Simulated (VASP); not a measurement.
Calculation: PBEsol GGA, VASP's PBE PAW potentials (set 64) (plane waves; VASP).

The input files of a VASP run:

KPOINTS:
```
K-points
0
gamma
 9 9 6
0 0 0
```

POSCAR:
```
SiGe
1.0
  3.7430652934   0.0000000000   0.0000000000
 -1.8715326467   3.2415896020   0.0000000000
  0.0000000000   0.0000000000   5.7824340827
Si Ge
2 2
direct
  0.0000000000   0.0000000000   0.0000000000
  0.0000000000   0.0000000000   0.5000000000
  0.3333330000   0.6666670000   0.2500000000
  0.6666670000   0.3333330000   0.7500000000
```

### INCAR
```
! general
SYSTEM   =  SiGe
PREC     =  Accurate
ENCUT    =  500
LREAL    =  F
LASPH    =  T

! electronic loop
EDIFF    =  1E-6
NELM     =  100
ALGO     =  Normal
LMAXMIX  =  4

! smearing
ISMEAR   =  1
SIGMA    =  0.1

! functional
GGA      =  PS

! ions
IBRION   =  2
NSW      =  40
ISIF     =  3
EDIFFG   =  -0.02

! output
LWAVE    =  F
LCHARG   =  F
```

POTCAR, in this order: Si Ge_d (PBE.64 set). Program: vasp_std.

Output of the run:

File OSZICAR:
```
       N       E                     dE             d eps       ncg     rms          rms(c)
DAV:   1     0.247909858359E+03    0.24791E+03   -0.17749E+04  2324   0.368E+03
DAV:   2     0.174953743745E+02   -0.23041E+03   -0.22578E+03  2142   0.682E+02
DAV:   3    -0.191354102704E+02   -0.36631E+02   -0.36042E+02  2616   0.163E+02
DAV:   4    -0.203866010746E+02   -0.12512E+01   -0.12482E+01  2506   0.340E+01
DAV:   5    -0.204148445139E+02   -0.28243E-01   -0.28240E-01  2658   0.565E+00    0.452E+00
DAV:   6    -0.203394820716E+02    0.75362E-01   -0.64161E-02  2890   0.382E+00    0.254E+00
DAV:   7    -0.203041234456E+02    0.35359E-01   -0.37413E-02  2884   0.241E+00    0.209E-01
DAV:   8    -0.203034220121E+02    0.70143E-03   -0.50631E-03  2716   0.115E+00    0.105E-01
DAV:   9    -0.203034574545E+02   -0.35442E-04   -0.21438E-04  2476   0.122E-01    0.295E-02
DAV:  10    -0.203034561539E+02    0.13007E-05   -0.22270E-05  2972   0.676E-02    0.935E-03
DAV:  11    -0.203034559873E+02    0.16658E-06   -0.23959E-06  1790   0.208E-02
   1 F= -.20303456E+02 E0= -.20303562E+02  d E =-.203035E+02
       N       E                     dE             d eps       ncg     rms          rms(c)
DAV:   1    -0.203371256241E+02   -0.33669E-01   -0.54906E-01  2714   0.700E+00    0.107E+00
DAV:   2    -0.203200505805E+02    0.17075E-01   -0.27675E-02  2526   0.216E+00    0.651E-01
DAV:   3    -0.203105099087E+02    0.95407E-02   -0.14992E-02  3120   0.120E+00    0.546E-02
DAV:   4    -0.203105368537E+02   -0.26945E-04   -0.17101E-03  2322   0.457E-01    0.391E-02
DAV:   5    -0.203105331511E+02    0.37027E-05   -0.91779E-05  2688   0.137E-01    0.112E-02
DAV:   6    -0.203105328273E+02    0.32373E-06   -0.53245E-06  2420   0.291E-02
   2 F= -.20310533E+02 E0= -.20310731E+02  d E =-.707684E-02
       N       E                     dE             d eps       ncg     rms          rms(c)
DAV:   1    -0.203146145654E+02   -0.40814E-02   -0.71582E-02  2624   0.251E+00    0.387E-01
DAV:   2    -0.203124155021E+02    0.21991E-02   -0.40533E-03  2496   0.860E-01    0.237E-01
DAV:   3    -0.203111604407E+02    0.12551E-02   -0.18815E-03  3426   0.665E-01    0.199E-02
DAV:   4    -0.203111690593E+02   -0.86186E-05   -0.28606E-04  2316   0.195E-01    0.142E-02
DAV:   5    -0.203111684245E+02    0.63473E-06   -0.12984E-05  2700   0.457E-02    0.377E-03
DAV:   6    -0.203111684065E+02    0.17983E-07   -0.54907E-07  1278   0.105E-02
   3 F= -.20311168E+02 E0= -.20311371E+02  d E =-.771242E-02
       N       E                     dE             d eps       ncg     rms          rms(c)
DAV:   1    -0.203141367629E+02   -0.29683E-02   -0.43989E-02  2574   0.382E+00    0.317E-01
DAV:   2    -0.203119723412E+02    0.21644E-02   -0.34127E-03  2462   0.110E+00    0.163E-01
DAV:   3    -0.203112701450E+02    0.70220E-03   -0.12723E-03  2726   0.593E-01    0.357E-02
DAV:   4    -0.203112309385E+02    0.39206E-04   -0.10088E-04  2642   0.166E-01    0.171E-02
DAV:   5    -0.203112284381E+02    0.25004E-05   -0.34615E-06  2224   0.220E-02    0.638E-03
DAV:   6    -0.203112287108E+02   -0.27271E-06   -0.11099E-06  1176   0.196E-02
   4 F= -.20311229E+02 E0= -.20311427E+02  d E =-.603043E-04
```

### OUTCAR
```
------------------------ aborting loop because EDIFF is reached ----------------------------------------
  FORCE on cell =-STRESS in cart. coord.  units (eV):
  Direction    XX          YY          ZZ          XY          YZ          ZX
  --------------------------------------------------------------------------------------
  Total        0.0400202      0.0400202      0.0465730      0.0000000      0.0000000     -0.0000000
  in kB        0.9142221      0.9142220      1.0639142      0.0000000      0.0000000     -0.0000000
  external PRESSURE =       0.9641194 kB  Pullay stress =       0.0000000 kB
  volume of cell :       70.14
      direct lattice vectors                 reciprocal lattice vectors
     3.718752557  0.000000000 -0.000000000     0.268907378  0.155253749  0.000000000
    -1.859376278  3.220534155 -0.000000000     0.000000000  0.310507497  0.000000000
     0.000000000 -0.000000000  5.856161805     0.000000000  0.000000000  0.170760309
 POSITION                                       TOTAL-FORCE (eV/Angst)
 -----------------------------------------------------------------------------------
      0.00000     -0.00000      0.00000         0.000000      0.000000     -0.000000
      0.00000     -0.00000      2.92808         0.000000      0.000000     -0.000000
     -0.00000      2.14702      1.46404         0.000000      0.000000     -0.000000
      1.85938      1.07351      4.39212        -0.000000     -0.000000      0.000000
 -----------------------------------------------------------------------------------
    total drift:                               -0.000000      0.000000      0.000000
  FREE ENERGIE OF THE ION-ELECTRON SYSTEM (eV)
  ---------------------------------------------------
  free  energy   TOTEN  =       -20.3112287108 eV

  energy  without entropy=      -20.3118221577  energy(sigma->0) =      -20.31142653

 reached required accuracy - stopping structural energy minimisation
```
(Selected blocks of OUTCAR.)

### CONTCAR
```
SiGe
   1.00000000000000
     3.7187525566469759    0.0000000000000000   -0.0000000000000000
    -1.8593762783234880    3.2205341549219573   -0.0000000000000000
     0.0000000000000000   -0.0000000000000000    5.8561618048986457
  Si              Ge
     2     2
Direct
     0.0000000000000000    0.0000000000000000    0.0000000000000000
     0.0000000000000000    0.0000000000000000    0.5000000000000000
     0.3333330000000032    0.6666669999999968    0.2500000000000000
     0.6666669999999968    0.3333330000000032    0.7500000000000000
```

**OUTCAR**
```
 val. band max:        7.3587441561   @ k =   0.3333   0.0000   0.1667

 cond. band min:       7.4495462653   @ k =   0.2222   0.1111   0.0000


 Fermi energy:         7.3672221115

 k-point     1 :       0.0000    0.0000    0.0000
  band No.  band energies     occupation
      1     -17.0746      2.00000
      2     -17.0746      2.00000
      3     -17.0638      2.00000
      4     -17.0638      2.00000
      5     -17.0630      2.00000
      6     -17.0627      2.00000
      7     -17.0627      2.00000
      8     -17.0622      2.00000
      9     -17.0612      2.00000
     10     -17.0612      2.00000
     11      -6.0637      2.00000
     12      -2.2976      2.00000
     13      -1.3870      2.00000
     14       6.5984      2.00000
     15       6.5984      2.00000
     16       7.6860     -0.00006
     17       7.9496     -0.00000
     18       7.9496     -0.00000
     19       8.7893     -0.00000
     20       9.6674      0.00000
     21      10.0979      0.00000
     22      10.0979      0.00000

 k-point     2 :       0.1111    0.0000    0.0000
  band No.  band energies     occupation
      1     -17.0755      2.00000
      2     -17.0755      2.00000
      3     -17.0657      2.00000
      4     -17.0639      2.00000
      5     -17.0623      2.00000
      6     -17.0620      2.00000
      7     -17.0618      2.00000
      8     -17.0612      2.00000
      9     -17.0602      2.00000
     10     -17.0596      2.00000
     11      -5.8952      2.00000
     12      -2.1569      2.00000
     13      -1.2146      2.00000
     14       4.7230      2.00000
     15       5.9851      2.00000
     16       6.7329      2.00000
     17       8.4266     -0.00000
     18       8.5977     -0.00000
     19       9.1157     -0.00000
     20       9.2284     -0.00000
     21       9.8294      0.00000
     22      10.9631      0.00000

 k-point     3 :       0.2222    0.0000    0.0000
  band No.  band energies     occupation
      1     -17.0783      2.00000
...
```

The structure was generated: SiGe was put into the NiAs type type (P6_3/mmc), which need not be its known phase. This run relaxes it. Symmetry was kept, so distortions that lower it aren't found.
